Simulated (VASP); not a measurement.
# CsLaMg6 (Amm2) in VASP: reference runs

Aim: a first look at CsLaMg6 with PBE, on the cell as given and on a disturbed one.

All numbers are computed with VASP 6.6.1; they aren't measurements. Logs are shortened: lines on timing, memory, paths and dates and some standing lists are left out, and cuts for length are marked.

**1. The structure**

Symmetry: Amm2, No. 38, orthorhombic system. Conventional cell: a = 5.001 Å, b = 7.850 Å, c = 13.289 Å, α = 90.00°, β = 90.00°, γ = 90.00°. La (site symmetry mm2) is surrounded by 10 Mg at 3.54 to 3.63 Å. Around Cs (site symmetry mm2) lie 8 Mg at 3.61 to 3.76 Å and 2 La at 4.14 Å. Mg (site symmetry mm2) is surrounded by 2 Mg at 2.85 Å. Mg (site symmetry mm2) is surrounded by 6 Mg at 3.25 to 3.49 Å and 2 La at 3.63 Å. Mg (site symmetry m) has 4 Mg at 2.85 to 3.16 Å as nearest neighbours. Around Mg (site symmetry m) lie 7 Mg at 3.04 to 3.46 Å.

The cell comes from a database or a generator and needn't be the stable form of this composition.

**2. Single point, PBE**

INCAR

```
PREC = Accurate
ENCUT = 520
EDIFF = 1E-7
ISMEAR = -1
SIGMA = 0.05
LREAL = F
LASPH = T
NELM = 60
ALGO = Normal
ISIF = 2
LWAVE = F
LCHARG = F
GGA = PE
NBANDS = 26
```

KPOINTS

```
Automatic mesh
0
Gamma
  6 4 4
```

POSCAR

```
CsLaMg6
1.0
    5.0007020000      0.0000000000      0.0000000000
    0.0000000000      3.9249280000      6.6444670000
    0.0000000000     -3.9249280000      6.6444670000
La Cs Mg
1 1 6
Direct
    0.5000000000      0.8873460000      0.8873460000
    0.5000000000      0.2875670000      0.2875670000
    0.0000000000      0.0765400000      0.0765400000
    0.0000000000      0.6892150000      0.6892150000
    0.0000000000      0.6560840000      0.2532830000
    0.0000000000      0.2532830000      0.6560840000
    0.5000000000      0.7794380000      0.3890470000
    0.5000000000      0.3890470000      0.7794380000
```

Potentials or basis: VASP PAW PBE potentials, release 64 (La, Cs_sv, Mg).

Launch:

```console
$ cat potpaw_PBE.64/La/POTCAR potpaw_PBE.64/Cs_sv/POTCAR potpaw_PBE.64/Mg/POTCAR > POTCAR
$ mpirun -np 1 vasp_std > vasp.out
```

OUTCAR:

```text
PREC = Accurate
   ENCUT = 520
   EDIFF = 1E-7
   ISMEAR = -1
   LREAL = F
   LASPH = T
   NELM = 60
   ISIF = 2
   GGA = PE

 ion  position               nearest neighbor table
   1  0.500  0.887  0.887-   5 3.54   6 3.54   5 3.54   6 3.54   8 3.55   7 3.55   3 3.55   3 3.55
                             4 3.63   4 3.63
   2  0.500  0.288  0.288-
   3  0.000  0.077  0.077-   5 2.85   6 2.85   7 3.46   8 3.46   7 3.46   8 3.46   1 3.55   1 3.55

   4  0.000  0.689  0.689-   7 3.25   8 3.25   7 3.25   8 3.25   5 3.49   6 3.49   1 3.63   1 3.63

   5  0.000  0.656  0.253-   3 2.85   7 3.04   7 3.04   6 3.16   4 3.49   1 3.54   1 3.54
   6  0.000  0.253  0.656-   3 2.85   8 3.04   8 3.04   5 3.16   4 3.49   1 3.54   1 3.54
   7  0.500  0.779  0.389-   5 3.04   5 3.04   8 3.06   4 3.25   4 3.25   3 3.46   3 3.46   1 3.55

   8  0.500  0.389  0.779-   6 3.04   6 3.04   7 3.06   4 3.25   4 3.25   3 3.46   3 3.46   1 3.55

  LATTYP: Found a base centered orthorhombic cell.
 ALAT       =     7.8498560000
 B/A-ratio  =     1.6928888887
 C/A-ratio  =     0.6370437878

  Lattice vectors:

 A1 = (   0.0000000000,   3.9249280000,  -6.6444670000)
 A2 = (   0.0000000000,   3.9249280000,   6.6444670000)
 A3 = (   5.0007020000,   0.0000000000,   0.0000000000)

Analysis of symmetry for initial positions (statically):
=====================================================================
 Subroutine PRICEL returns:
 Original cell was already a primitive cell.

 Routine SETGRP: Setting up the symmetry group for a
 base centered orthorhombic supercell.

 Subroutine GETGRP returns: Found  4 space group operations
 (whereof  4 operations were pure point group operations)
 out of a pool of  8 trial point group operations.

The static configuration has the point symmetry C_2v.

Analysis of symmetry for dynamics (positions and initial velocities):
=====================================================================
 Subroutine PRICEL returns:
 Original cell was already a primitive cell.

 Routine SETGRP: Setting up the symmetry group for a
 base centered orthorhombic supercell.

 Subroutine GETGRP returns: Found  4 space group operations
 (whereof  4 operations were pure point group operations)
 out of a pool of  8 trial point group operations.

The dynamic configuration has the point symmetry C_2v.

 Subroutine INISYM returns: Found  4 space group operations
 (whereof  4 operations are pure point group operations),
[... 112 lines left out ...]
   IBRION =     -1    ionic relax: 0-MD 1-quasi-New 2-CG
   NFREE  =      0    steps in history (QN), initial steepest desc. (CG)
   ISIF   =      2    stress and relaxation
   ISYM   =      2    0-nonsym 1-usesym 2-fastsym
   POTIM  = 0.5000    time-step for ionic-motion
   TEBEG  =    0.0;   TEEND  =   0.0 temperature during run
   PSTRESS=    0.0 pullay stress
   NELECT =      32.0000    total number of electrons
   NUPDOWN=      -1.0000    fix difference up-down
   EMIN   =  10.00;   EMAX   =-10.00  energy-range for DOS
   EFERMI =   0.00;   METHOD = LEGACY
   ISMEAR =    -1;   SIGMA  =   0.05  broadening in eV -4-tet -1-fermi 0-gaus
   EFERMI_NEDOS =   21; number of points for ismear=-14 and -15
   IALGO  =     38    algorithm
   IMIX   =      4    mixing-type and parameters
     AMIX     =   0.40;   BMIX     =  1.00
     AMIX_MAG =   1.60;   BMIX_MAG =  1.00
  volume/ion in A,a.u.               =      32.60       220.02
  Fermi-wavevector in a.u.,A,eV,Ry     =   0.813468  1.537232  9.003389  0.661730
  Thomas-Fermi vector in A             =   1.923199
   LORBIT       =      0    0 simple, 1 ext, 2 COOP (PROOUT), +10 PAW based schemes
   GGA     = PE    functional components
   LHFCALC =     F    Hartree Fock is set to
   AEXX    =    0.0000 exact exchange contribution
   IVDW    =     0    specifies the selected vdW correction
   LEPSILON=     F    determine dielectric tensor
   LRPA    =     F    only Hartree local field effects (RPA)
 non-spin polarized calculation
  energy-cutoff  :      520.00
  volume of cell :      260.83
 maximum number of plane-waves:      7058
 NGX is ok and might be reduce to    40
   NGX = 19   NGY = 29   NGZ = 29

 number of electron      32.0000000 magnetization

 Free energy of the ion-electron system (eV)
  ---------------------------------------------------
  ext. energy  EPLUGINS =         0.00000000
  ---------------------------------------------------
  free energy    TOTEN  =       -13.14854267 eV

  energy without entropy =      -13.09816674  energy(sigma->0) =      -13.12335471

 E-fermi :   2.5970     XC(G=0):  -8.0542

 val. band max:        2.5860396555   @ k =   0.5000  -0.2500   0.2500
 cond. band min:       2.6002031639   @ k =   0.0000   0.5000   0.0000
 fundamental gap:      0.0141635084
 Fermi energy:         2.5969742602

 k-point     1 :       0.0000    0.0000    0.0000
  band No.  band energies     occupation
      1     -30.7646      2.00000
      2     -19.9234      2.00000
      3     -14.4841      2.00000
      4     -14.4004      2.00000
      5     -14.3527      2.00000
      6      -6.9231      2.00000
[... 685 lines left out ...]
     25       3.9130      0.00000
     26       3.9477      0.00000

 [... further k-points ...]

------------------------ aborting loop because EDIFF is reached ----------------------------------------

  FORCE on cell =-STRESS in cart. coord.  units (eV):
  Direction    XX          YY          ZZ          XY          YZ          ZX
  --------------------------------------------------------------------------------------
  -------------------------------------------------------------------------------------
  Total       -0.6182568      0.1699999      0.1999442      0.0000000      0.0000000      0.0000000
  in kB       -3.7977526      1.0442546      1.2281930      0.0000000      0.0000000      0.0000000
  external PRESSURE =      -0.5084350 kB  Pullay stress =       0.0000000 kB

 VOLUME and BASIS-vectors are now :
 -----------------------------------------------------------------------------
  energy-cutoff  :      520.00
  volume of cell :      260.83
      direct lattice vectors                 reciprocal lattice vectors
     5.000702000  0.000000000  0.000000000     0.199971924  0.000000000  0.000000000
     0.000000000  3.924928000  6.644467000     0.000000000  0.127390872  0.075250581
     0.000000000 -3.924928000  6.644467000     0.000000000 -0.127390872  0.075250581

 POSITION                                       TOTAL-FORCE (eV/Angst)
 -----------------------------------------------------------------------------------
      2.50035      0.00000     11.79188         0.000000      0.000000     -0.052623
      2.50035      0.00000      3.82146         0.000000      0.000000      0.014594
      0.00000      0.00000      1.01714         0.000000      0.000000      0.043898
      0.00000      0.00000      9.15893         0.000000      0.000000      0.034853
      0.00000      1.58096      6.04226         0.000000     -0.112565     -0.026041
      0.00000     -1.58096      6.04226         0.000000      0.112565     -0.026041
      2.50035      1.53226      7.76396         0.000000     -0.012102      0.005680
      2.50035     -1.53226      7.76396         0.000000      0.012102      0.005680
 -----------------------------------------------------------------------------------
    total drift:                                0.000000     -0.000000      0.000363

  FREE ENERGIE OF THE ION-ELECTRON SYSTEM (eV)
  ---------------------------------------------------
  free  energy   TOTEN  =       -13.1485426661 eV

  energy  without entropy=      -13.0981667445  energy(sigma->0) =      -13.12335471
```

Wall time 3.1 min (1 thread of Intel Xeon Platinum 8488C (Sapphire Rapids), shared host); peak memory 0.53 GiB.

Results:

```
Free energy            : -13.1485 eV
Pressure               : -0.1 GPa
Largest force          : 0.116 eV/Å
Band gap on the k mesh : none (metal or under the smearing width)
```

Forces in eV/Å, atoms in the order of the input:
```
La   0.000  0.000 -0.053
Cs   0.000  0.000  0.015
Mg   0.000  0.000  0.044
Mg   0.000  0.000  0.035
Mg   0.000 -0.113 -0.026
Mg   0.000  0.113 -0.026
Mg   0.000 -0.012  0.006
Mg   0.000  0.012  0.006
```

The run has no spin-orbit coupling, so splittings on Cs, La are missing.

**3. Single point, PBE (atoms moved at random, drawn with an rms of 0.05 Å)**

INCAR

```
ALGO     = Normal         # electronic algorithm
EDIFF    = 1E-7           # SCF threshold, eV
ENCUT    = 520            # plane-wave cutoff, eV
GGA      = PE             # functional
ISIF     = 2              # what is computed and relaxed
ISMEAR   = -1             # smearing method
LASPH    = T              # aspherical terms in the spheres
LCHARG   = F              # write CHGCAR
LREAL    = F              # projectors in reciprocal space
LWAVE    = F              # write WAVECAR
NBANDS   = 26             # bands
NELM     = 80             # most SCF steps
PREC     = Accurate       # precision mode
SIGMA    = 0.05           # smearing width, eV
```

KPOINTS

```
k-points
0
Gamma
  6 4 4
```

POSCAR

```
CsLaMg6
1.0
    5.0007020000      0.0000000000      0.0000000000
    0.0000000000      3.9249280000      6.6444670000
    0.0000000000     -3.9249280000      6.6444670000
La Cs Mg
1 1 6
Direct
    0.4978010000      0.8790580000      0.8986900000
    0.5101500000      0.2923510000      0.2852210000
    0.0029650000      0.0761430000      0.0822050000
    0.0019300000      0.6833840000      0.6983520000
    0.0018620000      0.6501350000      0.2527420000
    0.0039400000      0.2543750000      0.6639600000
    0.5025060000      0.7744380000      0.3925670000
    0.4983680000      0.3951100000      0.7734070000
```

Potentials or basis: VASP PAW PBE potentials, release 64 (La, Cs_sv, Mg).

Launch:

```console
$ cat potpaw_PBE.64/La/POTCAR potpaw_PBE.64/Cs_sv/POTCAR potpaw_PBE.64/Mg/POTCAR > POTCAR
$ mpirun -np 1 vasp_std > vasp.out
```

OUTCAR:

```text
EDIFF = 1E-7
   ENCUT = 520
   GGA = PE
   ISIF = 2
   ISMEAR = -1
   LASPH = T
   LREAL = F
   NELM = 80
   PREC = Accurate

 ion  position               nearest neighbor table
   1  0.498  0.879  0.899-   5 3.48   7 3.49   5 3.50   3 3.54   6 3.56   3 3.57   6 3.61   4 3.62
                             8 3.62   4 3.64
   2  0.510  0.292  0.285-
   3  0.003  0.076  0.082-   6 2.83   5 2.89   7 3.47   7 3.47   8 3.49   8 3.53   1 3.54   1 3.57

   4  0.002  0.683  0.698-   8 3.19   8 3.22   7 3.27   7 3.28   6 3.45   5 3.57   1 3.62   1 3.64

   5  0.002  0.650  0.253-   3 2.89   7 3.05   7 3.06   6 3.17   1 3.48   1 3.50   4 3.57
   6  0.004  0.254  0.664-   3 2.83   8 2.98   8 3.03   5 3.17   4 3.45   1 3.56   1 3.61
   7  0.503  0.774  0.393-   8 2.98   5 3.05   5 3.06   4 3.27   4 3.28   3 3.47   3 3.47   1 3.49

   8  0.498  0.395  0.773-   6 2.98   7 2.98   6 3.03   4 3.19   4 3.22   3 3.49   3 3.53   1 3.62

  LATTYP: Found a base centered orthorhombic cell.
 ALAT       =     7.8498560000
 B/A-ratio  =     1.6928888887
 C/A-ratio  =     0.6370437878

[... 198 lines left out ...]
 Fermi energy:         2.5986830991

 k-point     1 :       0.0000    0.0000    0.0000
  band No.  band energies     occupation
      1     -30.7682      2.00000
      2     -19.9193      2.00000
      3     -14.4884      2.00000
      4     -14.4055      2.00000
      5     -14.3560      2.00000
      6      -6.9274      2.00000
[... 685 lines left out ...]
     25       3.9283      0.00000
     26       3.9489      0.00000

 [... further k-points ...]

------------------------ aborting loop because EDIFF is reached ----------------------------------------

  FORCE on cell =-STRESS in cart. coord.  units (eV):
  Direction    XX          YY          ZZ          XY          YZ          ZX
  --------------------------------------------------------------------------------------
  -------------------------------------------------------------------------------------
  Total       -0.4025471      0.2460804      0.0974841      0.0151665     -0.1101200      0.0645640
  in kB       -2.4727170      1.5115929      0.5988135      0.0931630     -0.6764315      0.3965959
  external PRESSURE =      -0.1207702 kB  Pullay stress =       0.0000000 kB

 VOLUME and BASIS-vectors are now :
 -----------------------------------------------------------------------------
  energy-cutoff  :      520.00
  volume of cell :      260.83
      direct lattice vectors                 reciprocal lattice vectors
     5.000702000  0.000000000  0.000000000     0.199971924  0.000000000  0.000000000
     0.000000000  3.924928000  6.644467000     0.000000000  0.127390872  0.075250581
     0.000000000 -3.924928000  6.644467000     0.000000000 -0.127390872  0.075250581

 POSITION                                       TOTAL-FORCE (eV/Angst)
 -----------------------------------------------------------------------------------
      2.48935     -0.07705     11.81219         0.058586      0.228609     -0.048844
      2.55111      0.02798      3.83766        -0.044590     -0.114299     -0.045517
      0.01483     -0.02379      1.05214         0.003849     -0.102785     -0.001138
      0.00965     -0.05875      9.18090        -0.027380      0.020686      0.039929
      0.00931      1.55974      5.99914         0.016183     -0.071576      0.126438
      0.01970     -1.60759      6.10185        -0.051738      0.122798     -0.153220
      2.51288      1.49882      7.75413        -0.014358      0.077733      0.060487
      2.49219     -1.48479      7.76417         0.059448     -0.161166      0.021865
 -----------------------------------------------------------------------------------
    total drift:                               -0.000204      0.000085      0.000290

  FREE ENERGIE OF THE ION-ELECTRON SYSTEM (eV)
  ---------------------------------------------------
  free  energy   TOTEN  =       -13.1232109032 eV

  energy  without entropy=      -13.0731996362  energy(sigma->0) =      -13.09820527
```

stdout:

```text
POSCAR found type information on POSCAR LaCsMg
 POSCAR found :  3 types and       8 ions
 scaLAPACK will be used
 LDA part: xc-table for (Slater+PW92), standard interpolation
 POSCAR, INCAR and KPOINTS ok, starting setup
 FFT: planning ... GRIDC
 FFT: planning ... GRID_SOFT
 FFT: planning ... GRID
 WAVECAR not read
 entering main loop
```

Run time: 5.3 min. Hardware: 1 thread of Intel Xeon Platinum 8488C (Sapphire Rapids), shared host; peak memory 0.65 GiB.

What came out:

```yaml
Free_energy: -13.1232 eV
Pressure: 0.0 GPa
Largest_force: 0.241 eV/Å
Band_gap_on_the_k_mesh: none (metal or under the smearing width)
```

Forces on the atoms (eV/Å):
```
La   0.059  0.229 -0.049
Cs  -0.045 -0.114 -0.046
Mg   0.004 -0.103 -0.001
Mg  -0.027  0.021  0.040
Mg   0.016 -0.072  0.126
Mg  -0.052  0.123 -0.153
Mg  -0.014  0.078  0.060
Mg   0.059 -0.161  0.022
```

The run has no spin-orbit coupling, so splittings on Cs, La are missing.
